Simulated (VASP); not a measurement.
# MgC18 in VASP: notebook

One slab, MgC18, is run at these levels: PBE; tasks: single point.

All numbers are computed with VASP 6.6.1; they aren't measurements. Logs are shortened: lines on timing, memory, paths and dates and some standing lists are left out, and cuts for length are marked.

## (1) The structure

The cell holds a slab with vacuum, 19 atoms: a = 7.398 Å, b = 7.398 Å, c = 11.000 Å, α = 90.00°, β = 90.00°, γ = 120.00°.

The cell was built by a generator and needn't be a form met in nature.

## (2) Single point, PBE

Input file INCAR:

```
ALGO = Normal ; EDIFF = 1E-7
ENCUT = 520 ; GGA = PE
ISIF = 2 ; ISMEAR = 0
LASPH = True ; LCHARG = False
LREAL = Auto ; LWAVE = False
NBANDS = 52 ; NELM = 80
PREC = Accurate ; SIGMA = 0.02
```

Input file KPOINTS:

```
k-points
0
Gamma
  2 2 1
```

Input file POSCAR:

```
MgC18
1.0
    7.3980000000      0.0000000000      0.0000000000
   -3.6990000000      6.4068560000      0.0000000000
    0.0000000000      0.0000000000     11.0000000000
C Mg
18 1
Direct
   -0.0024040180      0.0015872060      0.0805937273
    0.2224847170      0.1140297207      0.0806216364
   -0.0006589163      0.3371666228      0.0806700000
    0.2207143973      0.4478483674      0.0806767273
   -0.0001668303      0.6687258150      0.0806126364
    0.2202237182      0.7789313510      0.0806880909
    0.3326703482      0.0038243407      0.0806769091
    0.5540449553      0.1145173233      0.0807225455
    0.3331611777      0.3354021067      0.0806653636
    0.5535526078      0.4455875081      0.0806602727
    0.3309045163      0.6682391488      0.0807240000
    0.5557985817      0.7806855656      0.0807314545
    0.6664920479      0.0020716870      0.0807479091
    0.8868963533      0.1122787839      0.0806658182
    0.6642444679      0.3349060756      0.0806858182
    0.8891362507      0.4473517120      0.0806666364
    0.6659961692      0.6704770639      0.0806604545
    0.8873872825      0.7811692662      0.0805967273
    0.8338537571      0.8884412261      0.4542968182
```

Potentials or basis: VASP PAW PBE potentials, release 64 (C, Mg).

Started as:

```bash
cat potpaw_PBE.64/C/POTCAR potpaw_PBE.64/Mg/POTCAR > POTCAR
mpirun -np 1 vasp_std > vasp.out
```

OUTCAR:

```text
EDIFF = 1E-7
   ENCUT = 520
   GGA = PE
   ISIF = 2
   ISMEAR = 0
   LASPH = True
   LREAL = Auto
   NELM = 80
   PREC = Accurate

 ion  position               nearest neighbor table
   1  0.998  0.002  0.081-  18 1.41  14 1.42   2 1.44
   2  0.222  0.114  0.081-   7 1.41   9 1.42   1 1.44
   3  0.999  0.337  0.081-  16 1.41   4 1.42  14 1.44
   4  0.221  0.448  0.081-  11 1.41   3 1.42   9 1.44
   5  1.000  0.669  0.081-   6 1.41  16 1.42  18 1.44
   6  0.220  0.779  0.081-   5 1.41  11 1.42   7 1.44
[... 10 lines left out ...]
  17  0.666  0.670  0.081-  12 1.41  18 1.42  10 1.44
  18  0.887  0.781  0.081-   1 1.41  17 1.42   5 1.44
  19  0.834  0.888  0.454-

  LATTYP: Found a hexagonal cell.
 ALAT       =     7.3980000000
 C/A-ratio  =     1.4868883482

  Lattice vectors:

 A1 = (   7.3980000000,   0.0000000000,   0.0000000000)
 A2 = (  -3.6990000000,   6.4068560000,   0.0000000000)
 A3 = (   0.0000000000,   0.0000000000,  11.0000000000)

Analysis of symmetry for initial positions (statically):
=====================================================================
 Subroutine PRICEL returns:
 Original cell was already a primitive cell.

 Routine SETGRP: Setting up the symmetry group for a
 hexagonal supercell.

 Subroutine GETGRP returns: Found  1 space group operations
 (whereof  1 operations were pure point group operations)
 out of a pool of 24 trial point group operations.

The static configuration has the point symmetry C_1 .

Analysis of symmetry for dynamics (positions and initial velocities):
=====================================================================
 Subroutine PRICEL returns:
 Original cell was already a primitive cell.

 Routine SETGRP: Setting up the symmetry group for a
 hexagonal supercell.

 Subroutine GETGRP returns: Found  1 space group operations
 (whereof  1 operations were pure point group operations)
 out of a pool of 24 trial point group operations.

The dynamic configuration has the point symmetry C_1 .

 Subroutine INISYM returns: Found  1 space group operations
 (whereof  1 operations are pure point group operations),
 and found     1 'primitive' translations

----------------------------------------------------------------------------------------

                                     Primitive cell

  volume of cell :     521.3771

[... 106 lines left out ...]
   NFREE  =      0    steps in history (QN), initial steepest desc. (CG)
   ISIF   =      2    stress and relaxation
   ISYM   =      2    0-nonsym 1-usesym 2-fastsym
   POTIM  = 0.5000    time-step for ionic-motion
   TEBEG  =    0.0;   TEEND  =   0.0 temperature during run
   PSTRESS=    0.0 pullay stress
   NELECT =      74.0000    total number of electrons
   NUPDOWN=      -1.0000    fix difference up-down
   EMIN   =  10.00;   EMAX   =-10.00  energy-range for DOS
   EFERMI =   0.00;   METHOD = LEGACY
   ISMEAR =     0;   SIGMA  =   0.02  broadening in eV -4-tet -1-fermi 0-gaus
   EFERMI_NEDOS =   21; number of points for ismear=-14 and -15
   IALGO  =     38    algorithm
   IMIX   =      4    mixing-type and parameters
     AMIX     =   0.40;   BMIX     =  1.00
     AMIX_MAG =   1.60;   BMIX_MAG =  1.00
  volume/ion in A,a.u.               =      27.44       185.18
  Fermi-wavevector in a.u.,A,eV,Ry     =   0.853955  1.613740  9.921890  0.729238
  Thomas-Fermi vector in A             =   1.970477
   LORBIT       =      0    0 simple, 1 ext, 2 COOP (PROOUT), +10 PAW based schemes
   GGA     = PE    functional components
   LHFCALC =     F    Hartree Fock is set to
   AEXX    =    0.0000 exact exchange contribution
   IVDW    =     0    specifies the selected vdW correction
   LEPSILON=     F    determine dielectric tensor
   LRPA    =     F    only Hartree local field effects (RPA)
 non-spin polarized calculation
 Gauss-broadening in eV      SIGMA  =   0.02
  energy-cutoff  :      520.00
  volume of cell :      521.38
 maximum number of plane-waves:     14099
 NGX is ok and might be reduce to    56
   NGX = 27   NGY = 27   NGZ = 41

 number of electron      74.0000004 magnetization

 Free energy of the ion-electron system (eV)
  ---------------------------------------------------
  ext. energy  EPLUGINS =         0.00000000
  ---------------------------------------------------
  free energy    TOTEN  =      -165.65214609 eV

  energy without entropy =     -165.65214609  energy(sigma->0) =     -165.65214609

 E-fermi :  -1.2049     XC(G=0):  -4.8699

 val. band max:       -1.3084386811   @ k =   0.0000   0.0000   0.0000
 cond. band min:      -1.0886938610   @ k =   0.0000   0.0000   0.0000
 fundamental gap:      0.2197448202
 Fermi energy:        -1.2049491678

 k-point     1 :       0.0000    0.0000    0.0000
  band No.  band energies     occupation
      1     -20.7211      2.00000
      2     -18.2222      2.00000
      3     -18.2192      2.00000
      4     -18.1095      2.00000
      5     -18.1090      2.00000
      6     -18.0792      2.00000
[... 197 lines left out ...]
     48       3.7584      0.00000
     49       3.8930      0.00000
 [bands above 49 left out]

------------------------ aborting loop because EDIFF is reached ----------------------------------------

  FORCE on cell =-STRESS in cart. coord.  units (eV):
  Direction    XX          YY          ZZ          XY          YZ          ZX
  --------------------------------------------------------------------------------------
  -------------------------------------------------------------------------------------
  Total        1.6143422      1.6322475     -0.2216835      0.0024125      0.0018961     -0.0139364
  in kB        4.9608284      5.0158509     -0.6812273      0.0074135      0.0058268     -0.0428262
  external PRESSURE =       3.0984840 kB  Pullay stress =       0.0000000 kB

 VOLUME and BASIS-vectors are now :
 -----------------------------------------------------------------------------
  energy-cutoff  :      520.00
  volume of cell :      521.38
      direct lattice vectors                 reciprocal lattice vectors
     7.398000000  0.000000000  0.000000000     0.135171668  0.078041398  0.000000000
    -3.699000000  6.406856000  0.000000000     0.000000000  0.156082796  0.000000000
     0.000000000  0.000000000 11.000000000     0.000000000  0.000000000  0.090909091

 POSITION                                       TOTAL-FORCE (eV/Angst)
 -----------------------------------------------------------------------------------
      7.37434      0.01017      0.88653         0.001115      0.002866      0.000773
      1.22415      0.73057      0.88684        -0.003857     -0.001714     -0.002769
      6.14595      2.16018      0.88737         0.007424     -0.003603     -0.003067
     -0.02375      2.86930      0.88744         0.004672     -0.004087      0.003839
      4.92315      4.28443      0.88674         0.001535      0.001932     -0.001576
     -1.25205      4.99050      0.88757         0.003573      0.000250     -0.002344
[... 11 lines left out ...]
      3.67535      5.00484      0.88656         0.003363     -0.006626     -0.001258
      2.88251      5.69212      4.99727        -0.001628      0.000939      0.002350
 -----------------------------------------------------------------------------------
    total drift:                               -0.004530     -0.010805     -0.025821

  FREE ENERGIE OF THE ION-ELECTRON SYSTEM (eV)
  ---------------------------------------------------
  free  energy   TOTEN  =      -165.6521460879 eV

  energy  without entropy=     -165.6521460879  energy(sigma->0) =     -165.65214609
```

OSZICAR:

```text
N       E                     dE             d eps       ncg     rms          rms(c)
DAV:   1     0.549335480050E+03    0.54934E+03   -0.30111E+04   432   0.114E+03
DAV:   2    -0.904777942007E+02   -0.63981E+03   -0.61721E+03   616   0.265E+02
DAV:   3    -0.179575594005E+03   -0.89098E+02   -0.88505E+02   488   0.101E+02
[... 12 lines left out ...]
DAV:  16    -0.165652148567E+03    0.56697E-05   -0.18221E-05   528   0.138E-02    0.362E-03
DAV:  17    -0.165652147292E+03    0.12751E-05   -0.30080E-06   480   0.528E-03    0.162E-03
DAV:  18    -0.165652146464E+03    0.82796E-06   -0.76671E-07   376   0.261E-03    0.113E-03
DAV:  19    -0.165652146133E+03    0.33135E-06   -0.21810E-07   312   0.135E-03    0.651E-04
DAV:  20    -0.165652146088E+03    0.44736E-07   -0.10022E-07   320   0.941E-04
   1 F= -.16565215E+03 E0= -.16565215E+03  d E =-.124457E-13
```

Wall time 3.7 min (1 thread of Intel Xeon Platinum 8559C (Emerald Rapids), shared host); peak memory 0.54 GiB.

What came out:

| Quantity | Value |
| --- | --- |
| Free energy | -165.6521 eV |
| Largest force | 0.013 eV/Å |
| Band gap on the k mesh | 0.22 eV, direct |

Forces on the atoms (eV/Å):
```
C    0.001  0.003  0.001
C   -0.004 -0.002 -0.003
C    0.007 -0.004 -0.003
C    0.005 -0.004  0.004
C    0.002  0.002 -0.002
C    0.004  0.000 -0.002
C    0.006 -0.010 -0.002
C   -0.005 -0.007  0.000
C   -0.007  0.000  0.002
C    0.004  0.004  0.001
C   -0.006  0.011 -0.005
C   -0.010 -0.001  0.003
C   -0.007  0.001  0.001
C    0.007  0.004  0.001
C    0.003  0.010  0.003
C   -0.003  0.003  0.000
C    0.002 -0.006  0.000
C    0.003 -0.007 -0.001
Mg  -0.002  0.001  0.002
```

Levels at points of the mesh, in eV from the valence-band top:
```
           k point  band 33  band 34  band 35  band 36  band 37  band 38  band 39  band 40  band 41  band 42
(0.00, 0.00, 0.00)    -2.93    -2.93    -0.41     0.00     0.00     0.22     0.22     2.99     3.45     3.45
(0.50, 0.00, 0.00)    -2.57    -2.52    -2.52    -2.25    -0.31     1.78     2.59     2.59     2.60     2.66
(0.00, 0.50, 0.00)    -2.57    -2.52    -2.52    -2.25    -0.31     1.79     2.58     2.60     2.61     2.66
(0.50, 0.50, 0.00)    -2.57    -2.52    -2.52    -2.25    -0.31     1.78     2.59     2.59     2.60     2.66
```

Caveat: the k mesh is coarse (spacing up to 0.49 Å⁻¹), so the values aren't converged.

## (3) Single point, PBE

Input file INCAR:

```
SYSTEM = MgC18
PREC = Accurate
ENCUT = 520
EDIFF = 1E-6
ISMEAR = 0
SIGMA = 0.02
LREAL = Auto
LASPH = .True.
NELM = 100
ALGO = Normal
ISIF = 2
LWAVE = .False.
LCHARG = .True.
GGA = PE
LELF = .True.
LVHAR = .True.
NBANDS = 52
```

Input file KPOINTS:

```
regular mesh
0
Gamma
  2 2 1
  0 0 0
```

Input file POSCAR:

```
MgC18
1.0
    7.3980000000      0.0000000000      0.0000000000
   -3.6990000000      6.4068560000      0.0000000000
    0.0000000000      0.0000000000     11.0000000000
C Mg
18 1
Direct
   -0.0022316952      0.0013195240      0.0805238182
    0.2223160362      0.1135880063      0.0805917273
   -0.0010997129      0.3369930587      0.0806555455
    0.2211627802      0.4481230732      0.0806795455
    0.0001069989      0.6691683097      0.0805859091
    0.2199549360      0.7791039786      0.0807039091
    0.3322289803      0.0036523374      0.0806937273
    0.5544932530      0.1147867222      0.0807535455
    0.3334378679      0.3358489718      0.0806511818
    0.5532851467      0.4457616965      0.0806462727
    0.3310839196      0.6679702182      0.0807510909
    0.5556362957      0.7802444756      0.0807450909
    0.6667710079      0.0025130891      0.0807566364
    0.8866258654      0.1124501628      0.0806282727
    0.6644181089      0.3346318381      0.0806860909
    0.8889665231      0.4469054713      0.0806506364
    0.6655540948      0.6703066215      0.0806263636
    0.8878278545      0.7814383529      0.0805243636
    0.8893484727      0.8884349828      0.4545099091
```

Potentials or basis: VASP PAW PBE potentials, release 64 (C, Mg).

Started as:

```bash
cat potpaw_PBE.64/C/POTCAR potpaw_PBE.64/Mg/POTCAR > POTCAR
mpirun -np 1 vasp_std > vasp.out
```

It took 3.4 min on 1 thread of Intel Xeon Platinum 8559C (Emerald Rapids), shared host; peak memory 0.55 GiB.

It converged, with:

```
Free energy            : -165.6513 eV
Largest force          : 0.014 eV/Å
Band gap on the k mesh : 0.22 eV, direct
```

Forces in eV/Å, atoms in the order of the input:
```
C   -0.001  0.006  0.000
C   -0.004  0.004  0.003
C    0.006 -0.003 -0.001
C    0.002 -0.002  0.001
C    0.001 -0.004 -0.004
C    0.006  0.000 -0.002
C    0.007 -0.010 -0.003
C   -0.004 -0.011 -0.002
C   -0.007 -0.004  0.003
C    0.005  0.003  0.003
C   -0.008  0.010 -0.006
C   -0.010 -0.001  0.004
C   -0.004 -0.001  0.001
C    0.007  0.005  0.000
C   -0.001  0.013  0.001
C   -0.004  0.007  0.000
C    0.006 -0.005 -0.002
C    0.004 -0.007 -0.001
Mg  -0.001  0.000  0.004
```

Levels at points of the mesh, in eV from the valence-band top:
```tsv
k point	band 33	band 34	band 35	band 36	band 37	band 38	band 39	band 40	band 41	band 42
(0.00, 0.00, 0.00)	-2.93	-2.93	-0.41	0.00	0.00	0.22	0.22	2.99	3.45	3.45
(0.50, 0.00, 0.00)	-2.57	-2.52	-2.52	-2.25	-0.31	1.78	2.58	2.59	2.60	2.66
(0.00, 0.50, 0.00)	-2.57	-2.53	-2.52	-2.25	-0.31	1.78	2.56	2.59	2.62	2.66
(0.50, 0.50, 0.00)	-2.57	-2.52	-2.52	-2.25	-0.31	1.78	2.59	2.59	2.60	2.66
```

Caveat: the k mesh is coarse (spacing up to 0.49 Å⁻¹), so the values aren't converged.
